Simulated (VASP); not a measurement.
Input:

```xyz
2
Lattice="1.8217 -3.1553 0.0000 1.8217 3.1553 0.0000 0.0000 0.0000 5.5623" Properties=species:S:1:pos:R:3 pbc="T T T"
Tb     1.8217     1.0518     1.3906
Tb     1.8217    -1.0518     4.1717
```

These are PBE GGA, VASP's PBE PAW potentials (set 64) (plane waves; VASP) values and carry that method's errors. Settings: 480 eV cut-off, 10×10×6 Γ-centred mesh, first-order Methfessel-Paxton smearing of 0.10 eV, potentials Tb_3.

The 4f electrons are frozen in the core of the lanthanide potential, so 4f levels, which can set the real gap, and their magnetism are missing.

### Question
What does the run give for the energy per atom (σ→0), band gap (on the k-mesh) with the smallest direct gap where there is one?

### Answer

| Item | Result |
|---|---|
| band gap (on the k-mesh) | none (metal, semimetal or under 0.01 eV) |
| energy per atom (σ→0) | -4.558 eV/atom |

Only differences to runs with the same potentials and settings are physical.

The compound is Tb in the hcp structure. This cell was strained or had an atom moved on purpose.
